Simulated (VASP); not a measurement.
Input:

```yaml
crystal:
  lattice:
    - [0.00000, 2.17412, 2.17412]
    - [2.17412, 0.00000, 2.17412]
    - [2.17412, 2.17412, 0.00000]
  atoms:
    - { symbol: Si, position: [0.00000, 0.00000, 0.00000] }
    - { symbol: C, position: [0.25000, 0.25000, 0.25000] }
```

Level of theory: PBE GGA with D3 dispersion (Becke-Johnson damping), VASP's PBE PAW potentials (set 64) (plane waves; VASP). Numerical set-up: 520 eV cut-off, Gaussian smearing of 0.050 eV, potentials Si C.

Problem. Give the energies of bands 2 to 6 at the high-symmetry points, in eV from the valence-band maximum.

Solution. 
| band | Γ | X | U | L | W |
|---|---|---|---|---|---|
| 2 | 0.00 | -7.82 | -7.29 | -8.57 | -7.03 |
| 3 | 0.00 | -3.20 | -5.57 | -1.05 | -5.02 |
| 4 | 0.00 | -3.20 | -2.60 | -1.05 | -4.71 |
| 5 | 6.31 | 1.35 | 3.11 | 5.50 | 5.22 |
| 6 | 7.35 | 4.35 | 7.81 | 7.25 | 9.50 |

The gap is indirect, 1.35 eV, from the valence maximum at Γ to the conduction minimum at X.

Measured: gap 2.53 eV (computed value off by -1.18 eV), as given by Wei Chen et al., Physical Review Materials (2018), doi:10.1103/physrevmaterials.2.073803 [zero-point renormalisation of 0.11 eV added back (the table's ZPR column)].

The compound is SiC in the zinc blende structure. It was relaxed first.
